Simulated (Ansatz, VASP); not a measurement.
Two plane-wave programs on BaOs2

```
Ba Os
1.0
     2.92419    0.00000    0.00000
    -1.46210    2.53243    0.00000
     0.00000    0.00000    8.15209
Ba Os
1 2
Cartesian
  0.0000 0.0000 4.0760
  0.0000 0.0000 1.1748
  0.0000 0.0000 6.9773
```

Alike in both runs: functional PBE; k mesh 6 × 6 × 4; occupations gaussian, width 0.1 eV; no spin polarisation.

Ansatz relaxed the structure, and its values are those at the end. VASP's run is a single point on that final structure, the one shown.

|  | VASP | Ansatz |
| --- | --- | --- |
| version | VASP 6.6.1 | Ansatz 0.2.0 |
| potentials or method | VASP PAW PBE potentials, release 64 (Ba_sv, Os) | scalar-relativistic, plane waves, PAW |
| plane-wave cutoff (eV) | 520 | 420 |
| valence electrons in the cell | 26 | 42 |

Ansatz gave:

```
gap on the k mesh at the Fermi level (eV) : none
pressure (GPa)                            : 0.0
rms of the force components (eV/Å)        : 0.001
```

Estimate VASP's values.

gap on the k mesh at the Fermi level (eV): none; pressure (GPa): 3.8; rms of the force components (eV/Å): 0.148.

A gap of «none» marks a metal or a gap that the smearing closes. The two sets of potentials don't hold the same shells in valence.

Caveats: the k mesh is coarse (spacing up to 0.41 Å⁻¹), so the values aren't converged. Spin-orbit coupling is left out, which matters for the levels of Ba, Os.
